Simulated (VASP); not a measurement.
Consider the following.

```xyz
6
Lattice="1.6163 -2.7995 0.0000 1.6163 2.7995 0.0000 0.0000 0.0000 12.6001" Properties=species:S:1:pos:R:3 pbc="T T T"
W      1.6163     0.9332     3.1500
W      1.6163    -0.9332     9.4501
S      1.6163     0.9332    11.0584
S      1.6163    -0.9332     4.7583
S      1.6163    -0.9332     1.5417
S      1.6163     0.9332     7.8417
```

Method: rev-vdW-DF2, VASP's PBE PAW potentials (set 64) (plane waves; VASP). Run with 520 eV cut-off, 8×8×2 Γ-centred mesh, Gaussian smearing of 0.050 eV, potentials W_sv S.

Q: The ions and cell shape at fixed volume are relaxed. Which structure does the run end with?

A: 
```xyz
6
Lattice="1.5923 -2.7579 0.0000 1.5923 2.7579 0.0000 0.0000 0.0000 12.9834" Properties=species:S:1:pos:R:3 pbc="T T T"
W      1.5923     0.9193     3.2458
W      1.5923    -0.9193     9.7375
S      1.5923     0.9193    11.3134
S      1.5923    -0.9193     4.8217
S      1.5923    -0.9193     1.6700
S      1.5923     0.9193     8.1617
```
Space group P6_3/mmc (194), at a tolerance of 0.03 Å.

Q: How much energy does the relaxation gain?

A: The energy (σ→0) changes by -23.6 meV/atom, in 8 ionic steps.

The compound is WS2 in the 2H layered structure. This cell is one point of a volume scan, at 1.06 of the reference volume. Symmetry was kept, so distortions that lower it aren't found.
